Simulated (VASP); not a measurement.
VASP ran on this input.

### POSCAR
```
InAs
1.0
  0.0000000000   2.8995903052   2.8995903052
  2.8995903052   0.0000000000   2.8995903052
  2.8995903052   2.8995903052   0.0000000000
In As
1 1
Cartesian
  0.0000000000   0.0000000000   0.0000000000
  1.4497951526   1.4497951526   1.4497951526
```

**INCAR**
```
SYSTEM = InAs
PREC = Accurate
ENCUT = 480
EDIFF = 1E-7
NELM = 100
ALGO = Normal
LREAL = .FALSE.
LASPH = .TRUE.
ISMEAR = 1
SIGMA = 0.1
GGA = PE
LMAXMIX = 4
LWAVE = .FALSE.
LCHARG = .FALSE.
ISIF = 3
IBRION = 2
NSW = 40
EDIFFG = -0.01
PSTRESS = 150
```

### KPOINTS
```
Automatic mesh
0
Gamma
10 10 10
0 0 0
```

POTCAR, in this order: In_d As (PBE.64 set). Program: vasp_std.

**Question.** Translate this PBE calculation to Quantum ESPRESSO's pw.x.

**Answer.** One equivalent input (not run):
```
&CONTROL
  calculation = 'vc-relax'
  pseudo_dir = './pseudo'
  outdir = './out'
  tprnfor = .true.
  tstress = .true.
  nstep = 40
  forc_conv_thr = 0.00039
/
&SYSTEM
  ibrav = 0
  nat = 2
  ntyp = 2
  ecutwfc = 84
  occupations = 'smearing'
  smearing = 'methfessel-paxton'
  degauss = 0.00735
  input_dft = 'pbe'
/
&ELECTRONS
  conv_thr = 7.3e-09
  electron_maxstep = 100
/
&IONS
/
&CELL
  press = 150
/
ATOMIC_SPECIES
  In 114.818 In.upf
  As 74.922 As.upf
CELL_PARAMETERS angstrom
     0.0000000    2.8995903    2.8995903
     2.8995903    0.0000000    2.8995903
     2.8995903    2.8995903    0.0000000
ATOMIC_POSITIONS crystal
  In   0.0000000  0.0000000  0.0000000
  As   0.2500000  0.2500000  0.2500000
K_POINTS automatic
  10 10 10 0 0 0
```
The two are equivalent in intent, not identical: the potentials are each code's own (VASP's PAW set, PseudoDojo norm-conserving files in pw.x), so ENCUT and ecutwfc are chosen apart and not converted; conv_thr bounds pw.x's estimated SCF error, while EDIFF bounds the energy change between steps; forc_conv_thr acts on force components and is met together with etot_conv_thr.

The compound is InAs in the zinc blende structure. It was relaxed first under an external pressure of 15 GPa.
